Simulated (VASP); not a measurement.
The system is ClH, in a box.

```
Cl H
1.0
    11.72974    0.00000    0.00000
     0.00000   12.22974    0.00000
     0.00000    0.00000   12.72974
Cl H
1 1
Direct
  0.51179 0.55436 0.49193
  0.48805 0.45312 0.50818
```

Base run:

* Program: VASP 6.6.1
* Functional: RPBE
* Dispersion: D3(BJ)
* Potentials or basis: VASP PAW PBE potentials, release 64 (Cl, H)
* Cutoff: 400 eV
* k mesh: 1 × 1 × 1
* Occupations: gaussian, width 0.01 eV
* Spin: no spin polarisation

Its results: gap between the frontier levels 6.78 eV.

**Question.** The run is repeated on the same cell with these changes: functional from RPBE to PBE; further incar settings from ALGO = Fast; EDIFF = 1e-07; NBANDS = 11; ISYM = 0 to ALGO = Fast; EDIFF = 1e-07; NBANDS = 11; ISYM = 0; IBRION = 5; POTIM = 0.015; NSW = 1. What comes out?

**Answer.** Gap between the frontier levels 6.87 eV.

A k mesh can miss the band edges.

Not every run made on this cell is shown here.
